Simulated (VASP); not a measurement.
Level of theory: PBEsol GGA, VASP's PBE PAW potentials (set 64) (plane waves; VASP).

A VASP calculation is set up with these files.

INCAR:
```
ALGO=Normal
EDIFF=1E-6
ENCUT=300
GGA=PS
ISIF=2
ISMEAR=-1
LASPH=.True.
LCHARG=.False.
LMAXMIX=4
LREAL=.False.
LWAVE=.False.
NELM=100
PREC=Accurate
SIGMA=0.01
SYSTEM=PbSe
```

File KPOINTS:
```
Automatic mesh
0
Gamma
2 2 2
0 0 0
```

File POSCAR:
```
PbSe
1
    0.0000000000     3.0600000000     3.0600000000
    3.0600000000     0.0000000000     3.0600000000
    3.0600000000     3.0600000000     0.0000000000
Pb Se
1 1
Direct
  0.0000000000   0.0000000000   0.0000000000
  0.5000000000   0.5000000000   0.5000000000
```

POTCAR, in this order: Pb_d Se (PBE.64 set). Program: vasp_std.

The run wrote:

File OUTCAR:
```
 ion  position               nearest neighbor table
   1  0.000  0.000  0.000-   2 3.06   2 3.06   2 3.06   2 3.06   2 3.06   2 3.06
   2  0.500  0.500  0.500-   1 3.06   1 3.06   1 3.06   1 3.06   1 3.06   1 3.06
  LATTYP: Found a face centered cubic cell.
 ALAT       =     6.1200000000
 Subroutine PRICEL returns:
 Original cell was already a primitive cell.
 Subroutine GETGRP returns: Found 48 space group operations
The static configuration has the point symmetry O_h .
The dynamic configuration has the point symmetry O_h .
 Subroutine INISYM returns: Found 48 space group operations
 Subroutine IBZKPT returns following result:
 Found      3 irreducible k-points:

 Following reciprocal coordinates:
            Coordinates               Weight
  0.000000  0.000000  0.000000      1.000000
  0.500000  0.000000  0.000000      4.000000
  0.500000  0.500000  0.000000      3.000000
   k-points           NKPTS =      3   k-points in BZ     NKDIM =      3   number of bands    NBANDS=     14
   number of dos      NEDOS =    301   number of ions     NIONS =      2
   total plane-waves  NPLWV =  13824
   dimension x,y,z NGX =    24 NGY =   24 NGZ =   24
   dimension x,y,z NGXF=    48 NGYF=   48 NGZF=   48
   ions per type =               1   1
...
```

File OSZICAR:
```
       N       E                     dE             d eps       ncg     rms          rms(c)
DAV:   1     0.125149230661E+03    0.12515E+03   -0.69827E+03    84   0.938E+02
DAV:   2     0.386858780255E+00   -0.12476E+03   -0.12227E+03    90   0.289E+02
DAV:   3    -0.786723575687E+01   -0.82541E+01   -0.82120E+01   120   0.798E+01
DAV:   4    -0.798929853789E+01   -0.12206E+00   -0.12205E+00    98   0.123E+01
DAV:   5    -0.799219282218E+01   -0.28943E-02   -0.28943E-02   114   0.146E+00    0.333E+00
DAV:   6    -0.736270659440E+01    0.62949E+00   -0.14511E+00   112   0.848E+00    0.188E+00
DAV:   7    -0.736469696483E+01   -0.19904E-02   -0.86869E-01   106   0.319E+00    0.376E+00
DAV:   8    -0.733555060813E+01    0.29146E-01   -0.21292E-02    84   0.907E-01    0.261E+00
DAV:   9    -0.736161957569E+01   -0.26069E-01   -0.57880E-01    90   0.175E+00    0.175E+00
DAV:  10    -0.733239110879E+01    0.29228E-01   -0.32658E-02    98   0.889E-01    0.120E+00
DAV:  11    -0.733277284467E+01   -0.38174E-03   -0.83199E-04    90   0.172E-01    0.120E+00
DAV:  12    -0.733391288886E+01   -0.11400E-02   -0.97377E-05   134   0.491E-02    0.126E+00
DAV:  13    -0.732535073155E+01    0.85622E-02   -0.29199E-02    90   0.848E-01    0.493E-01
DAV:  14    -0.732705698154E+01   -0.17062E-02   -0.22318E-03    84   0.222E-01    0.825E-01
DAV:  15    -0.732477391277E+01    0.22831E-02   -0.20203E-03    90   0.240E-01    0.243E-01
DAV:  16    -0.732477645904E+01   -0.25463E-05   -0.10596E-04    84   0.901E-02    0.220E-01
DAV:  17    -0.732464087135E+01    0.13559E-03   -0.92440E-05    96   0.658E-02    0.135E-01
DAV:  18    -0.732462024213E+01    0.20629E-04   -0.20933E-05    96   0.407E-02    0.113E-01
DAV:  19    -0.732462412034E+01   -0.38782E-05   -0.18773E-05    84   0.479E-02    0.774E-02
DAV:  20    -0.732461488925E+01    0.92311E-05   -0.85132E-06    96   0.445E-02    0.483E-02
DAV:  21    -0.732460719768E+01    0.76916E-05   -0.51232E-06    90   0.232E-02    0.239E-02
DAV:  22    -0.732460612503E+01    0.10726E-05   -0.10282E-06    50   0.135E-02    0.147E-02
DAV:  23    -0.732460552318E+01    0.60185E-06   -0.10814E-06    42   0.793E-03
   1 F= -.73246055E+01 E0= -.73191102E+01  d E =-.109905E-01
```

File OUTCAR:
```
------------------------ aborting loop because EDIFF is reached ----------------------------------------
  FORCE on cell =-STRESS in cart. coord.  units (eV):
  Direction    XX          YY          ZZ          XY          YZ          ZX
  --------------------------------------------------------------------------------------
  Total        1.9792458      1.9792458      1.9792458      0.0000000      0.0000000     -0.0000000
  in kB       55.3370547     55.3370547     55.3370547      0.0000000      0.0000000     -0.0000000
  external PRESSURE =      55.3370547 kB  Pullay stress =       0.0000000 kB
  volume of cell :       57.31
      direct lattice vectors                 reciprocal lattice vectors
     0.000000000  3.060000000  3.060000000    -0.163398693  0.163398693  0.163398693
     3.060000000  0.000000000  3.060000000     0.163398693 -0.163398693  0.163398693
     3.060000000  3.060000000  0.000000000     0.163398693  0.163398693 -0.163398693
  FREE ENERGIE OF THE ION-ELECTRON SYSTEM (eV)
  ---------------------------------------------------
  free  energy   TOTEN  =        -7.3246055232 eV

  energy  without entropy=       -7.3136149733  energy(sigma->0) =       -7.31911025
```
(Selected blocks of OUTCAR.)

At this cut-off the stress carries a Pulay error, which pulls relaxed volumes low.

The structure is a typed PbSe crystal. The cell was not relaxed at this level. The k-mesh is coarse (spacing up to 0.89 per Å, 2π included), so the numbers may not be converged in it. The run is one of a series of settings (KPOINTS 2×2×2 Γ-centred mesh against the base run), some of them coarse on purpose.
